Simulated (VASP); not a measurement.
Energy against volume of Al (fcc). These are revTPSS meta-GGA, VASP's PBE PAW potentials (set 64) (plane waves; VASP 6.6.1) values and carry that method's errors.

```json
[
 {"V (Å³/atom)": "15.066", "E (eV/atom)": "-5.28984"},
 {"V (Å³/atom)": "15.547", "E (eV/atom)": "-5.30428"},
 {"V (Å³/atom)": "16.028", "E (eV/atom)": "-5.30946"},
 {"V (Å³/atom)": "16.508", "E (eV/atom)": "-5.30660"},
 {"V (Å³/atom)": "16.989", "E (eV/atom)": "-5.29688"}
]
```

Fit a third-order Birch-Murnaghan equation of state.

```json
{
  "volume_per_atom": "16.09 Å^3/atom",
  "bulk_modulus": "87.4 GPa",
  "pressure_derivative_of_the_bulk_modulus": "4.00",
  "lattice_constant_a": "4.007 Å"
}
```

Measured: bulk modulus 80.8 GPa at 0 K (computed value off by +8.1 %), as given by H. Levämäki et al., Physical Review B (2014), arXiv:1402.3671 [corrected for temperature and zero-point phonon effects]; a 4.018 Å at 0 K (computed value off by -0.3 %), as given by Daniel Mejia-Rodriguez et al., Physical Review B (2018), arXiv:1807.09216 [static lattice: zero-point anharmonic expansion removed].

The compound is Al in the fcc structure. It was relaxed first.
